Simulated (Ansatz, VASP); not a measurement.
# YHSe: VASP beside Ansatz, part 2 of 2

Wanted: the spread between two codes on one cell, functional and k mesh. Of the first pair: The structure shown is the end of the Ansatz relaxation below.

VASP 6.6.1 and Ansatz 0.2.0.

So far. Step 3 (VASP: single point, LDA, pair 1): The run ends at a pressure of 3.24 GPa.

## Step 6: Ansatz: relaxation of cell and atoms, LDA

Level of this step: Ansatz beside VASP: Kohn-Sham DFT, plane waves, LDA (Ansatz).

The same cell, functional (in two slightly different forms) and mesh now go to Ansatz, which takes its cutoff from its data sets.

The cell is taken from a series of runs on this material, whose earlier steps may have relaxed, scaled, displaced or heated it; both programs get it as it stands.

Contents of input.yaml:

```yaml
crystal:
  lattice:
    - [3.7636688445, 0.0, 0.0]
    - [-1.8818344223, 3.2594328308, 0.0]
    - [0.0, 0.0, 3.8150156018]
  atoms:
    - { symbol: "Y", position: [0.0, 0.0, 0.0] }
    - { symbol: H, position: [0.3333333333, 0.6666666667, 0.0] }
    - { symbol: Se, position: [0.6666666667, 0.3333333333, 0.5] }
kpoints:
  mp_grid: { grid: [9, 9, 8] }
hamiltonian:
  xc: lda
scf:
  occupations: { method: fixed }
output:
  forces: true
  stress: true
  eigenvalues: true
relax:
  adjacent_minimum: "off"
  f_tol: 0.001
  max_steps: 60
  cell: { stress_tol: 0.01 }
```

Started as:

```bash
$ ansatz run input.yaml --threads 4 --pin off --max-ram 7168MiB --backend cpu --events-out ev --progress --plain --runs-dir out
```

Numbers of over 12 decimals in the logs are rounded to 6 here.

The log of the run:

```text
[...]
Crystal: 3 atoms, lattice volume = 46.800 Å³
Basis set: ecut = 420 eV, 901 PW (Γ)
Bands: 18, of which v1, the nominal top of the filled ones, is band 14 counted from 1 (13 counted from 0)
Symmetry: 12 space group operations
[...]
k-points: 60 of 648 (time reversal used)
[...]
--- Relaxed structure (3 steps of the walk, 2 accepted, 1 SCFs on fresh bases) ---
[...]
cell:  # Å, volume = 46.7970 Å³
    - [3.763736, 2.8868063453974145e-11, 0.0]
    - [-1.881868, 3.259491, 0.0]
    - [0.0, 0.0, 3.814604]
  atoms:
    - { symbol: Y, position: [0, 0, 0.0] }
    - { symbol: H, position: [0.333333, 0.666667, 0.0] }
    - { symbol: Se, position: [0.666667, 0.333333, 0.5] }
[key lines of the parts left out:]
SCF converged after 5 iterations
Free energy (F): -9149.141240 eV
Fermi energy:    11.165319 eV
P = ⅓ Tr σ = -0.0000 GPa (-0.000 kbar)
```

## Step 7: Comparison

What differs besides the data sets and the points named for the pairs above, as far as they apply: the data sets hold 28 valence electrons in Ansatz (on its default PAW (the set named soft_2) files) and 18 in VASP; Ansatz adds a Pulay correction to the stress that steers its cell, VASP none. Total energies have different zeros and are not compared.

Compared:

```csv
quantity,Ansatz,VASP,difference
volume (Å³),46.80,46.85,-0.12 %
"edge a after relaxation, in the typed setting (Å)",3.764,3.765,-0.04 %
"edge c after relaxation, in the typed setting (Å)",3.815,3.816,-0.04 %
```

## Step 8: Ansatz: relaxation, LDA

This run makes the geometry at which the two programs are then compared.

The structure compared here is the end of the Ansatz relaxation.

Changes to input.yaml since step 6:

```diff
@@ -2,5 +2,5 @@
   lattice:
-    - [3.7636688445, 0.0, 0.0]
-    - [-1.8818344223, 3.2594328308, 0.0]
-    - [0.0, 0.0, 3.8150156018]
+    - [3.8010027091, 0.0, 0.0]
+    - [-1.9005013546, 3.2917649059, 0.0]
+    - [0.0, 0.0, 3.8523751304]
   atoms:
@@ -19,2 +19,6 @@
   eigenvalues: true
+  write_density: true
+  write_potential: true
+  elf: true
+  volumetric_format: npy
 relax:
@@ -23,2 +27,2 @@
   max_steps: 60
-  cell: { stress_tol: 0.01 }
+  cell: { stress_tol: 0.01, fix: [volume] }
```

The log of the run:

```text
[...]
Crystal: 3 atoms, lattice volume = 48.201 Å³
Basis set: ecut = 420 eV, 925 PW (Γ)
Bands: 18, of which v1, the nominal top of the filled ones, is band 14 counted from 1 (13 counted from 0)
Symmetry: 12 space group operations
[...]
k-points: 60 of 648 (time reversal used)
[...]
--- Relaxed structure (3 steps of the walk, 2 accepted, 1 SCFs on fresh bases) ---
[...]
cell:  # Å, volume = 48.2009 Å³
    - [3.800689, 2.886507202426593e-11, 0.0]
    - [-1.900344, 3.291493, 0.0]
    - [0.0, 0.0, 3.853011]
  atoms:
    - { symbol: Y, position: [0, 0, 0.0] }
    - { symbol: H, position: [0.333333, 0.666667, 0.0] }
    - { symbol: Se, position: [0.666667, 0.333333, 0.500000] }
[key lines of the parts left out:]
SCF converged after 5 iterations
Free energy (F): -9149.129159 eV
Fermi energy:    10.725341 eV
P = ⅓ Tr σ = -2.6884 GPa (-26.884 kbar)
```

## Step 9: VASP: single point, LDA, pair 3

The same cell, functional (in two slightly different forms) and mesh now go to VASP, with its own data sets.

Contents of INCAR:

```
SYSTEM = YHSe
PREC = Accurate
ENCUT = 500
EDIFF = 1E-06
NELM = 120
ISMEAR = 0
SIGMA = 0.01
LREAL = .FALSE.
ALGO = Normal
GGA = CA
NBANDS = 15
LASPH = .TRUE.
LORBIT = 11
LWAVE = .FALSE.
LCHARG = .FALSE.
ISIF = 2
GGA_COMPAT = .FALSE.
EFERMI = MIDGAP
```

Contents of POSCAR:

```
YHSe
1.0
    3.8006888762      0.0000000000      0.0000000000
   -1.9003444381      3.2914931187      0.0000000000
    0.0000000000      0.0000000000      3.8530113581
Y H Se
1 1 1
Direct
    0.0000000000      0.0000000000      0.0000000000
    0.3333333333      0.6666666667      0.0000000000
    0.6666666667      0.3333333333      0.5000000000
```

Contents of KPOINTS:

```
Automatic mesh
0
Gamma
9 9 8
0 0 0
```

The projector-augmented-wave data sets are Y_sv, H and Se (LDA family, release 64).

Started as:

```bash
$ mpirun -np 1 vasp_std
```

The log of the run:

```text
[... set-up lines as in an earlier step ...]
 entering main loop
       N       E                     dE             d eps       ncg     rms          rms(c)
DAV:   1     0.585827714451E+02    0.58583E+02   -0.87269E+03  1800   0.110E+03
DAV:   2    -0.172016615560E+02   -0.75784E+02   -0.73121E+02  2346   0.215E+02
DAV:   3    -0.203682278865E+02   -0.31666E+01   -0.31489E+01  2493   0.362E+01
DAV:   4    -0.204599620729E+02   -0.91734E-01   -0.91712E-01  2374   0.583E+00
[...]
DAV:  11    -0.192875980146E+02    0.20904E-04   -0.82411E-05  2150   0.736E-02    0.335E-02
DAV:  12    -0.192875871667E+02    0.10848E-04   -0.54376E-05  2213   0.432E-02    0.143E-02
DAV:  13    -0.192875866334E+02    0.53338E-06   -0.26795E-06  2129   0.120E-02
   1 F= -.19287587E+02 E0= -.19287587E+02  d E =0.000000E+00
```

Parts of OUTCAR (step 9):

```text
  Total       -0.7850807     -0.7850807     -0.7847524      0.0000000     -0.0000000      0.0000000
  in kB      -26.0957215    -26.0957215    -26.0848096      0.0000000     -0.0000000      0.0000000
  external PRESSURE =     -26.0920842 kB  Pullay stress =       0.0000000 kB

 POSITION                                       TOTAL-FORCE (eV/Angst)
 -----------------------------------------------------------------------------------
      0.00000      0.00000      0.00000        -0.000000      0.000000      0.000000
     -0.00000      2.19433      0.00000         0.000000      0.000000      0.000000
      1.90034      1.09716      1.92651        -0.000000      0.000000      0.000000
 -----------------------------------------------------------------------------------
    total drift:                                0.000000     -0.000000      0.000000

  FREE ENERGIE OF THE ION-ELECTRON SYSTEM (eV)
  ---------------------------------------------------
  free  energy   TOTEN  =       -19.2875866334 eV

  energy  without entropy=      -19.2875866334  energy(sigma->0) =      -19.28758663

[... 1 part as in an earlier step ...]

[... 2 further parts left out ...]
[key lines of the parts left out:]
E-fermi :   4.8850
```

The run ends at a pressure of -2.61 GPa.

## Step 10: Comparison

What differs besides the data sets and the points named for the pairs above, as far as they apply: the data sets hold 28 valence electrons in Ansatz (on its default PAW (the set named soft_2) files) and 18 in VASP. Total energies have different zeros and are not compared.

Compared:

```csv
quantity,Ansatz,VASP,difference
pressure (GPa),-2.69,-2.61,-0.08
gap on the k mesh (eV),1.312,1.307,+0.005
```

A gap on the mesh is an upper bound, since the band edges may lie between its points.

## Step 11: What came out

- difference in gap on the k mesh (single point, LDA, pair 1): 0.0055 eV
- difference in volume (relaxation of cell and atoms, LDA): -0.12 %
- difference in gap on the k mesh (single point, LDA, pair 3): 0.0047 eV

What this shows: The difference in volume is -0.12 % (relaxation of cell and atoms, LDA), within the 1.2 % picked in this series as the mark of a large difference, as far as the stopping tolerances let one tell. The data sets hold unlike numbers of valence electrons (28 in Ansatz and 18 in VASP), so part of the differences comes from the potentials. Such differences can come from data sets, numerical settings and the points named under the comparisons, not from the functional's error against experiment.

[Lines on the potential files, build, host, timing and source positions are cut from VASP's logs without a mark.]

[Logs are printed without paths, hosts, clocks, repeated set-up lines and the standing remarks that a program may print on its own settings, such as how far it seeks lower states.]

[Hosts, paths, dates, database ids (printed as entryN), source tags and the programs' standing remarks are cut or masked in the printed files.]
